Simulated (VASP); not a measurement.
Input of a VASP 6.6.1 run:

INCAR

```
SYSTEM = MoRu
  ALGO = Fast
  EDIFF = 1E-6
  ENCUT = 520
  GGA = CA
  ISIF = 2
  ISMEAR = 0
  LASPH = .True.
  LCHARG = .True.
  LELF = .True.
  LREAL = .False.
  LVHAR = .True.
  LWAVE = .False.
  NBANDS = 21
  NELM = 100
  PREC = Accurate
  SIGMA = 0.15
```

File KPOINTS:

```
k-points
0
Gamma
  21 21 12
  0 0 0
```

POSCAR

```
MoRu
1.0
    2.8607372399      0.0000000000      0.0000000000
   -1.4303686199      2.4774711233      0.0000000000
    0.0000000000      0.0000000000      4.3297957900
Mo Ru
1 1
Direct
    0.6666666667      0.3333333333      0.0000000000
    0.3333333333      0.6666666667      0.5000000000
```

Potentials or basis: VASP PAW LDA potentials, release 64 (Mo_sv, Ru_pv).

Command:

```sh
$ cat potpaw_LDA.64/Mo_sv/POTCAR potpaw_LDA.64/Ru_pv/POTCAR > POTCAR
$ mpirun -np 1 vasp_std > vasp.out
```

**Question.** What does it give for the pressure?

**Answer.** -20.9 GPa.

**Question.** Predict the band gap on the k mesh.

**Answer.** None (metal or under the smearing width).

Stress tensor (GPa, compression positive):
```
-25.74   0.00   0.00
  0.00 -25.74   0.00
  0.00   0.00 -11.32
```

Caveat: so large a pressure means that the cell lies far from this level's equilibrium, or that cutoff or potentials fall short.
